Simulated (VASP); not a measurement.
**TlHg (space group R-3m): computed properties**

Computed with PBEsol GGA, VASP's PBE PAW potentials (set 64) (plane waves; VASP).

| Item | Value |
|---|---|
| space group | R-3m (166) |
| cell | a = 3.423 Å, b = 3.423 Å, c = 15.601 Å, α = 90.00°, β = 90.00°, γ = 120.00° |
| volume per atom | 26.38 Å³/atom |
| band gap (over mesh and band path) | none (metal, semimetal or under 0.01 eV) |
| density | 12.74 g/cm³ |

```yaml
crystal:
  lattice:
    - [1.71149, 0.98813, 5.20020]
    - [-1.71149, 0.98813, 5.20020]
    - [0.00000, -1.97626, 5.20020]
  atoms:
    - { symbol: Tl, position: [0.50000, 0.50000, 0.50000] }
    - { symbol: Hg, position: [0.00000, 0.00000, 0.00000] }
```

Unless said otherwise, spin-orbit coupling is left out, though it shifts the bands of the heavy elements here.

The structure comes from a computed database's TlHg entry (R-3m); how it stands against other phases isn't given here. It was relaxed first, which changed the volume by -7 %. Symmetry was kept, so distortions that lower it aren't found. The electron count is odd and the run is not spin-polarised, which forces a metal.
